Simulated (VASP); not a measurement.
# NbCd3 (Pm-3m) in VASP: further runs

The runs below take NbCd3 through electric field gradients, with PBEsol.

Program: VASP 6.6.1. These are calculated values, not measurements. Logs are shortened: lines on timing, memory, paths and dates and some standing lists are left out, and cuts for length are marked.

## 1. The structure

Symmetry: Pm-3m, No. 221, cubic system. Conventional cell: a = 4.320 Å, b = 4.320 Å, c = 4.320 Å, α = 90.00°, β = 90.00°, γ = 90.00°. Nb (site symmetry m-3m) is surrounded by 12 Cd at 3.05 Å. Cd (site symmetry 4/mmm) has 4 Nb at 3.05 Å and 8 Cd at 3.05 Å as nearest neighbours.

The cell comes from a database or a generator and needn't be the stable form of this composition.

## 2. Electric field gradients, PBEsol

The input, INCAR:

```
SYSTEM = NbCd3
ALGO = Normal
EDIFF = 1E-8
ENCUT = 520
GGA = PS
ISIF = 2
ISMEAR = -1
LASPH = .True.
LCHARG = .False.
LEFG = .True.
LREAL = .False.
LWAVE = .False.
NBANDS = 32
NELM = 100
PREC = Accurate
SIGMA = 0.03
```

The input, KPOINTS:

```
k-points
0
Gamma
  9 9 9
  0 0 0
```

The input, POSCAR:

```
NbCd3
1.0
    4.3197670000      0.0000000000      0.0000000000
    0.0000000000      4.3197670000      0.0000000000
    0.0000000000      0.0000000000      4.3197670000
Nb Cd
1 3
Direct
    0.0000000000      0.0000000000      0.0000000000
    0.5000000000      0.5000000000      0.0000000000
    0.5000000000      0.0000000000      0.5000000000
    0.0000000000      0.5000000000      0.5000000000
```

Potentials or basis: VASP PAW PBE potentials, release 64 (Nb_sv, Cd).

Launch:

```sh
> cat potpaw_PBE.64/Nb_sv/POTCAR potpaw_PBE.64/Cd/POTCAR > POTCAR
> mpirun -np 1 vasp_std > vasp.out
```

OUTCAR:

```text
SYSTEM = NbCd3
   EDIFF = 1E-8
   ENCUT = 520
   GGA = PS
   ISIF = 2
   ISMEAR = -1
   LASPH = .True.
   LREAL = .False.
   NELM = 100
   PREC = Accurate

 ion  position               nearest neighbor table
   1  0.000  0.000  0.000-   2 3.05   3 3.05   4 3.05   3 3.05   4 3.05   2 3.05   4 3.05   4 3.05
                             2 3.05   3 3.05   3 3.05   2 3.05
   2  0.500  0.500  0.000-   1 3.05   3 3.05   4 3.05   3 3.05   4 3.05   1 3.05   3 3.05   3 3.05
                             1 3.05   4 3.05   4 3.05   1 3.05
   3  0.500  0.000  0.500-   1 3.05   2 3.05   4 3.05   1 3.05   2 3.05   2 3.05   4 3.05   2 3.05
                             1 3.05   4 3.05   1 3.05   4 3.05
   4  0.000  0.500  0.500-   1 3.05   2 3.05   3 3.05   1 3.05   2 3.05   1 3.05   3 3.05   1 3.05
                             2 3.05   3 3.05   2 3.05   3 3.05

  LATTYP: Found a simple cubic cell.
 ALAT       =     4.3197670000

  Lattice vectors:

 A1 = (   4.3197670000,   0.0000000000,   0.0000000000)
 A2 = (   0.0000000000,   4.3197670000,   0.0000000000)
 A3 = (   0.0000000000,   0.0000000000,   4.3197670000)

Analysis of symmetry for initial positions (statically):
=====================================================================
 Subroutine PRICEL returns:
 Original cell was already a primitive cell.

 Routine SETGRP: Setting up the symmetry group for a
 simple cubic supercell.

 Subroutine GETGRP returns: Found 48 space group operations
 (whereof 48 operations were pure point group operations)
 out of a pool of 48 trial point group operations.

The static configuration has the point symmetry O_h .

Analysis of symmetry for dynamics (positions and initial velocities):
=====================================================================
 Subroutine PRICEL returns:
 Original cell was already a primitive cell.

 Routine SETGRP: Setting up the symmetry group for a
 simple cubic supercell.

 Subroutine GETGRP returns: Found 48 space group operations
 (whereof 48 operations were pure point group operations)
 out of a pool of 48 trial point group operations.

The dynamic configuration has the point symmetry O_h .

 Subroutine INISYM returns: Found 48 space group operations
 (whereof 48 operations are pure point group operations),
 and found     1 'primitive' translations

----------------------------------------------------------------------------------------

                                     Primitive cell

  volume of cell :      80.6085

  direct lattice vectors                    reciprocal lattice vectors
     4.319767000  0.000000000  0.000000000     0.231493967  0.000000000  0.000000000
     0.000000000  4.319767000  0.000000000     0.000000000  0.231493967  0.000000000
     0.000000000  0.000000000  4.319767000     0.000000000  0.000000000  0.231493967

  length of vectors
     4.319767000  4.319767000  4.319767000     0.231493967  0.231493967  0.231493967

  position of ions in fractional coordinates (direct lattice)
     0.000000000  0.000000000  0.000000000
     0.500000000  0.500000000  0.000000000
     0.500000000  0.000000000  0.500000000
     0.000000000  0.500000000  0.500000000

  ion indices of the primitive-cell ions
   primitive index   ion index
                 1           1
                 2           2
                 3           3
                 4           4

----------------------------------------------------------------------------------------

 KPOINTS: k-points

Automatic generation of k-mesh.
 Grid dimensions read from file:
 generate k-points for:    9    9    9

 Generating k-lattice:

  Cartesian coordinates                     Fractional coordinates (reciprocal lattice)
     0.025721552  0.000000000  0.000000000     0.111111111  0.000000000  0.000000000
     0.000000000  0.025721552  0.000000000     0.000000000  0.111111111  0.000000000
     0.000000000  0.000000000  0.025721552     0.000000000  0.000000000  0.111111111

  Length of vectors
[... 45 lines left out ...]
 SYSTEM =  NbCd3
   PREC   = accura    normal or accurate (medium, high low for compatibility)
   ISTART =      0    job   : 0-new  1-cont  2-samecut
   ICHARG =      2    charge: 1-file 2-atom 10-const
   ISPIN  =      1    spin polarized calculation?
   LNONCOLLINEAR =      F non collinear calculations
   LSORBIT =      F    spin-orbit coupling
   LASPH  =      T    aspherical Exc in radial PAW
   ENCUT  =  520.0 eV  38.22 Ry    6.18 a.u.   8.03  8.03  8.03*2*pi/ulx,y,z
   NELM   =    100;   NELMIN=  2; NELMDL= -5     # of ELM steps
   EDIFF  = 0.1E-07   stopping-criterion for ELM
   LREAL  =      F    real-space projection
   EDIFFG = 0.1E-06   stopping-criterion for IOM
   NSW    =      0    number of steps for IOM
   IBRION =     -1    ionic relax: 0-MD 1-quasi-New 2-CG
   NFREE  =      0    steps in history (QN), initial steepest desc. (CG)
   ISIF   =      2    stress and relaxation
   ISYM   =      2    0-nonsym 1-usesym 2-fastsym
   POTIM  = 0.5000    time-step for ionic-motion
   TEBEG  =    0.0;   TEEND  =   0.0 temperature during run
   PSTRESS=    0.0 pullay stress
   NELECT =      49.0000    total number of electrons
   NUPDOWN=      -1.0000    fix difference up-down
   EMIN   =  10.00;   EMAX   =-10.00  energy-range for DOS
   EFERMI =   0.00;   METHOD = LEGACY
   ISMEAR =    -1;   SIGMA  =   0.03  broadening in eV -4-tet -1-fermi 0-gaus
   EFERMI_NEDOS =   21; number of points for ismear=-14 and -15
   IALGO  =     38    algorithm
   IMIX   =      4    mixing-type and parameters
     AMIX     =   0.40;   BMIX     =  1.00
     AMIX_MAG =   1.60;   BMIX_MAG =  1.00
  volume/ion in A,a.u.               =      20.15       135.99
  Fermi-wavevector in a.u.,A,eV,Ry     =   1.386798  2.620668 26.166842  1.923209
  Thomas-Fermi vector in A             =   2.511080
   LORBIT       =      0    0 simple, 1 ext, 2 COOP (PROOUT), +10 PAW based schemes
   GGA     = PS    functional components
   LHFCALC =     F    Hartree Fock is set to
   AEXX    =    0.0000 exact exchange contribution
   IVDW    =     0    specifies the selected vdW correction
   LEPSILON=     F    determine dielectric tensor
   LRPA    =     F    only Hartree local field effects (RPA)
 non-spin polarized calculation
  energy-cutoff  :      520.00
  volume of cell :       80.61
 maximum number of plane-waves:      2218
   NGX = 17   NGY = 17   NGZ = 17

 number of electron      48.9999973 magnetization

 Free energy of the ion-electron system (eV)
  ---------------------------------------------------
  ext. energy  EPLUGINS =         0.00000000
  ---------------------------------------------------
  free energy    TOTEN  =       -14.05115233 eV

  energy without entropy =      -14.04695498  energy(sigma->0) =      -14.04905366

 E-fermi :   4.4415     XC(G=0): -11.7217

 val. band max:        4.3958902114   @ k =   0.4444   0.3333   0.0000
 cond. band min:       4.4617532599   @ k =   0.1111   0.0000   0.0000
 fundamental gap:      0.0658630485
 Fermi energy:         4.4415304541

 k-point     1 :       0.0000    0.0000    0.0000
  band No.  band energies     occupation
      1     -50.5102      2.00000
      2     -26.5713      2.00000
      3     -26.5713      2.00000
      4     -26.5713      2.00000
      5      -4.8932      2.00000
      6      -4.7038      2.00000
[... 829 lines left out ...]
     31      10.6671      0.00000
     32      11.4350      0.00000

 [... further k-points ...]

------------------------ aborting loop because EDIFF is reached ----------------------------------------

  FORCE on cell =-STRESS in cart. coord.  units (eV):
  Direction    XX          YY          ZZ          XY          YZ          ZX
  --------------------------------------------------------------------------------------
  -------------------------------------------------------------------------------------
  Total       -2.7971869     -2.7971869     -2.7971869      0.0000000      0.0000000     -0.0000000
  in kB      -55.5969666    -55.5969666    -55.5969666      0.0000000      0.0000000     -0.0000000
  external PRESSURE =     -55.5969666 kB  Pullay stress =       0.0000000 kB

 VOLUME and BASIS-vectors are now :
 -----------------------------------------------------------------------------
  energy-cutoff  :      520.00
  volume of cell :       80.61
      direct lattice vectors                 reciprocal lattice vectors
     4.319767000  0.000000000  0.000000000     0.231493967  0.000000000  0.000000000
     0.000000000  4.319767000  0.000000000     0.000000000  0.231493967  0.000000000
     0.000000000  0.000000000  4.319767000     0.000000000  0.000000000  0.231493967

 POSITION                                       TOTAL-FORCE (eV/Angst)
 -----------------------------------------------------------------------------------
      0.00000      0.00000      0.00000         0.000000      0.000000      0.000000
      2.15988      2.15988      0.00000         0.000000      0.000000      0.000000
      2.15988      0.00000      2.15988         0.000000      0.000000      0.000000
      0.00000      2.15988      2.15988         0.000000      0.000000      0.000000
 -----------------------------------------------------------------------------------
    total drift:                                0.000000     -0.000000     -0.000000

  FREE ENERGIE OF THE ION-ELECTRON SYSTEM (eV)
  ---------------------------------------------------
  free  energy   TOTEN  =       -14.0511523285 eV

  energy  without entropy=      -14.0469549822  energy(sigma->0) =      -14.04905366

 Electric field gradients (V/A^2)
---------------------------------------------------------------------
 ion       V_xx      V_yy      V_zz      V_xy      V_xz      V_yz
---------------------------------------------------------------------
   1      -0.000     0.000    -0.000     0.000    -0.000     0.000
   2     -50.336   -50.336   100.672     0.000     0.000     0.000
   3     -50.336   100.672   -50.336     0.000     0.000     0.000
   4     100.672   -50.336   -50.336     0.000    -0.000     0.000
---------------------------------------------------------------------

 Electric field gradients after diagonalization (V/A^2)
 (convention: |V_zz| > |V_xx| > |V_yy|)
----------------------------------------------------------------------
 ion       V_xx      V_yy      V_zz     asymmetry (V_yy - V_xx)/ V_zz
----------------------------------------------------------------------
   1       0.000    -0.000    -0.000       0.155
   2     -50.336   -50.336   100.672       0.000
   3     -50.336   -50.336   100.672       0.000
   4     -50.336   -50.336   100.672       0.000
----------------------------------------------------------------------

           NMR quadrupolar parameters

 Cq : quadrupolar parameter    Cq=e*Q*V_zz/h
 eta: asymmetry parameters     (V_yy - V_xx)/ V_zz
 Q  : nuclear electric quadrupole moment in mb (millibarn)
----------------------------------------------------------------------
 ion       Cq(MHz)       eta       Q (mb)
----------------------------------------------------------------------
   1      -0.000       0.155       1.000
   2       0.243       0.000       1.000
   3       0.243       0.000       1.000
   4       0.243       0.000       1.000
----------------------------------------------------------------------
```

Run time: 27 s. Hardware: 1 thread of Intel Xeon 6975P-C (Granite Rapids), shared host; peak memory 0.22 GiB.

What came out:

| Item | Value |
| --- | --- |
| Free energy | -14.0512 eV |
| Pressure | -5.6 GPa |
| Band gap on the k mesh | none (metal or under the smearing width) |

Levels at points of the mesh, in eV from the Fermi level:
| k point | band 22 | band 23 | band 24 | band 25 | band 26 | band 27 |
| --- | --- | --- | --- | --- | --- | --- |
| (0.00, 0.00, 0.00) | -0.96 | 0.24 | 0.24 | 0.24 | 1.13 | 1.13 |

Electric field gradients, principal values (V/Å²):
| atom | Vxx | Vyy | Vzz |
| --- | --- | --- | --- |
| 1 Nb | 0.000 | 0.000 | 0.000 |
| 2 Cd | -50.336 | -50.336 | 100.672 |
| 3 Cd | -50.336 | -50.336 | 100.672 |
| 4 Cd | -50.336 | -50.336 | 100.672 |

Caveat: the PAW data sets were made with another functional, which shifts forces and pressure a little.

## 3. Electric field gradients, PBEsol

The input, INCAR:

```
PREC = Accurate ; ENCUT = 520
EDIFF = 1E-8 ; ISMEAR = -1
SIGMA = 0.03 ; LREAL = False
LASPH = True ; NELM = 100
ALGO = Fast ; ISIF = 2
LWAVE = False ; LCHARG = False
GGA = PS ; LEFG = True
NBANDS = 32
```

The input, KPOINTS:

```
Automatic mesh
0
Gamma
  9 9 9
```

POSCAR is that of step 2.

Potentials or basis: VASP PAW PBE potentials, release 64 (Nb_sv, Cd).

Launch:

```sh
> cat potpaw_PBE.64/Nb_sv/POTCAR potpaw_PBE.64/Cd/POTCAR > POTCAR
> mpirun -np 1 vasp_std > vasp.out
```

OUTCAR:

```text
PREC = Accurate
   ENCUT = 520
   EDIFF = 1E-8
   ISMEAR = -1
   LREAL = False
   LASPH = True
   NELM = 100
   ISIF = 2
   GGA = PS

 ion  position               nearest neighbor table
   1  0.000  0.000  0.000-   2 3.05   3 3.05   4 3.05   3 3.05   4 3.05   2 3.05   4 3.05   4 3.05
                             2 3.05   3 3.05   3 3.05   2 3.05
   2  0.500  0.500  0.000-   1 3.05   3 3.05   4 3.05   3 3.05   4 3.05   1 3.05   3 3.05   3 3.05
                             1 3.05   4 3.05   4 3.05   1 3.05
   3  0.500  0.000  0.500-   1 3.05   2 3.05   4 3.05   1 3.05   2 3.05   2 3.05   4 3.05   2 3.05
                             1 3.05   4 3.05   1 3.05   4 3.05
   4  0.000  0.500  0.500-   1 3.05   2 3.05   3 3.05   1 3.05   2 3.05   1 3.05   3 3.05   1 3.05
                             2 3.05   3 3.05   2 3.05   3 3.05

  LATTYP: Found a simple cubic cell.
 ALAT       =     4.3197670000

  Lattice vectors:

 A1 = (   4.3197670000,   0.0000000000,   0.0000000000)
 A2 = (   0.0000000000,   4.3197670000,   0.0000000000)
 A3 = (   0.0000000000,   0.0000000000,   4.3197670000)

Analysis of symmetry for initial positions (statically):
=====================================================================
 Subroutine PRICEL returns:
 Original cell was already a primitive cell.

 Routine SETGRP: Setting up the symmetry group for a
 simple cubic supercell.

 Subroutine GETGRP returns: Found 48 space group operations
 (whereof 48 operations were pure point group operations)
 out of a pool of 48 trial point group operations.

The static configuration has the point symmetry O_h .

Analysis of symmetry for dynamics (positions and initial velocities):
=====================================================================
[... 1016 lines left out ...]
  --------------------------------------------------------------------------------------
  -------------------------------------------------------------------------------------
  Total       -2.7976276     -2.7976276     -2.7976276      0.0000000      0.0000000      0.0000000
  in kB      -55.6057273    -55.6057273    -55.6057273      0.0000000      0.0000000      0.0000000
  external PRESSURE =     -55.6057273 kB  Pullay stress =       0.0000000 kB

 VOLUME and BASIS-vectors are now :
 -----------------------------------------------------------------------------
  energy-cutoff  :      520.00
  volume of cell :       80.61
      direct lattice vectors                 reciprocal lattice vectors
     4.319767000  0.000000000  0.000000000     0.231493967  0.000000000  0.000000000
     0.000000000  4.319767000  0.000000000     0.000000000  0.231493967  0.000000000
     0.000000000  0.000000000  4.319767000     0.000000000  0.000000000  0.231493967

 POSITION                                       TOTAL-FORCE (eV/Angst)
 -----------------------------------------------------------------------------------
      0.00000      0.00000      0.00000         0.000000      0.000000      0.000000
      2.15988      2.15988      0.00000         0.000000      0.000000      0.000000
      2.15988      0.00000      2.15988         0.000000      0.000000      0.000000
      0.00000      2.15988      2.15988         0.000000      0.000000      0.000000
 -----------------------------------------------------------------------------------
    total drift:                                0.000000     -0.000000     -0.000000

  FREE ENERGIE OF THE ION-ELECTRON SYSTEM (eV)
  ---------------------------------------------------
  free  energy   TOTEN  =       -14.0511523080 eV

  energy  without entropy=      -14.0469549578  energy(sigma->0) =      -14.04905363

 Electric field gradients (V/A^2)
---------------------------------------------------------------------
 ion       V_xx      V_yy      V_zz      V_xy      V_xz      V_yz
---------------------------------------------------------------------
   1       0.000     0.000    -0.000    -0.000    -0.000    -0.000
   2     -50.336   -50.336   100.673    -0.000    -0.000     0.000
   3     -50.336   100.673   -50.336     0.000    -0.000     0.000
   4     100.673   -50.336   -50.336    -0.000     0.000    -0.000
---------------------------------------------------------------------

 Electric field gradients after diagonalization (V/A^2)
 (convention: |V_zz| > |V_xx| > |V_yy|)
----------------------------------------------------------------------
 ion       V_xx      V_yy      V_zz     asymmetry (V_yy - V_xx)/ V_zz
----------------------------------------------------------------------
   1       0.000     0.000    -0.000       0.100
   2     -50.336   -50.336   100.673       0.000
   3     -50.336   -50.336   100.673       0.000
   4     -50.336   -50.336   100.673       0.000
----------------------------------------------------------------------

           NMR quadrupolar parameters

 Cq : quadrupolar parameter    Cq=e*Q*V_zz/h
 eta: asymmetry parameters     (V_yy - V_xx)/ V_zz
 Q  : nuclear electric quadrupole moment in mb (millibarn)
----------------------------------------------------------------------
 ion       Cq(MHz)       eta       Q (mb)
----------------------------------------------------------------------
   1      -0.000       0.100       1.000
   2       0.243       0.000       1.000
   3       0.243       0.000       1.000
   4       0.243       0.000       1.000
----------------------------------------------------------------------
```

OSZICAR:

```text
N       E                     dE             d eps       ncg     rms          rms(c)
DAV:   1     0.457766325589E+03    0.45777E+03   -0.25843E+04  2240   0.155E+03
[... 19 lines left out ...]
RMM:  21    -0.140511526452E+02    0.59767E-07   -0.59755E-07  3282   0.390E-03    0.433E-03
RMM:  22    -0.140511522613E+02    0.38384E-06   -0.56242E-07  3117   0.445E-03    0.379E-04
RMM:  23    -0.140511522590E+02    0.23338E-08   -0.19919E-07  2258   0.199E-03    0.664E-04
RMM:  24    -0.140511522537E+02    0.53051E-08   -0.10261E-07  2194   0.151E-03    0.599E-04
RMM:  25    -0.140511523431E+02   -0.89376E-07   -0.82678E-08  2091   0.160E-03    0.534E-04
RMM:  26    -0.140511523152E+02    0.27834E-07   -0.40778E-08  1885   0.122E-03    0.201E-04
RMM:  27    -0.140511523080E+02    0.72650E-08   -0.30317E-08  1815   0.997E-04
   1 F= -.14051152E+02 E0= -.14049054E+02  d E =-.419735E-02
```

Wall time 53 s (1 thread of Intel Xeon 6975P-C (Granite Rapids), shared host); peak memory 0.22 GiB.

Results:

```yaml
Free_energy: -14.0512 eV
Pressure: -5.6 GPa
Band_gap_on_the_k_mesh: none (metal or under the smearing width)
```

Electric field gradients, principal values (V/Å²):
```
atom      Vxx      Vyy      Vzz
1 Nb    0.000    0.000    0.000
2 Cd  -50.336  -50.336  100.673
3 Cd  -50.336  -50.336  100.673
4 Cd  -50.336  -50.336  100.673
```

Caveat: the PAW data sets were made with another functional, which shifts forces and pressure a little.
